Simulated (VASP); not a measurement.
Data:

```yaml
crystal:
  lattice:
    - [3.76767, 0.00000, 0.00000]
    - [0.00000, 3.76767, 0.00000]
    - [0.00000, 0.00000, 3.76767]
  atoms:
    - { symbol: Tl, position: [0.00000, 0.00000, 0.00000] }
    - { symbol: Cl, position: [0.50000, 0.50000, 0.50000] }
```

Computed with PBEsol GGA, VASP's PBE PAW potentials (set 64) (plane waves; VASP). Settings: 500 eV cut-off, 7×7×7 Γ-centred mesh, Gaussian smearing of 0.050 eV, potentials Tl_d Cl.

Q: What does the run give for the energy per atom (σ→0)?

A: 
The energy per atom (σ→0) is -3.235 eV/atom.

The compound is TlCl in the CsCl type structure. It was relaxed first, which changed the volume by -6 %.
